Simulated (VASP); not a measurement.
Data:

```yaml
crystal:
  lattice:
    - [-1.64372, 1.64372, 4.02309]
    - [1.64372, -1.64372, 4.02309]
    - [1.64372, 1.64372, -4.02309]
  atoms:
    - { symbol: Pt, position: [0.00000, 0.00000, 0.00000] }
    - { symbol: Ir, position: [0.33530, 0.33530, 0.00000] }
    - { symbol: Ir, position: [0.66470, 0.66470, 0.00000] }
```

Calculation: PBE GGA, VASP's PBE PAW potentials (set 64) (plane waves; VASP). Run with 300 eV cut-off, 9×9×9 Γ-centred mesh, Gaussian smearing of 0.10 eV, potentials Pt Ir.

At this cut-off the stress carries a Pulay error, which pulls relaxed volumes low.

### Question
Which forces act on the atoms, in eV/Å?

### Answer

```json
[
 {"atom": "Pt1", "Fx": "0.000", "Fy": "0.000", "Fz": "0.000"},
 {"atom": "Ir2", "Fx": "0.000", "Fy": "0.000", "Fz": "-0.718"},
 {"atom": "Ir3", "Fx": "0.000", "Fy": "0.000", "Fz": "0.718"}
]
```

### Question
Give the stress tensor in GPa (positive for a compressed cell).

### Answer

```
16.85   0.00   0.00
 0.00  16.85   0.00
 0.00   0.00   9.66
```
The pressure is its mean diagonal, 14.46 GPa.

The structure was generated: Ir2Pt was put into an ordered model structure, which need not be its known phase. The cell was not relaxed at this level. The k-mesh is coarse (spacing up to 0.30 per Å, 2π included), so the numbers may not be converged in it.
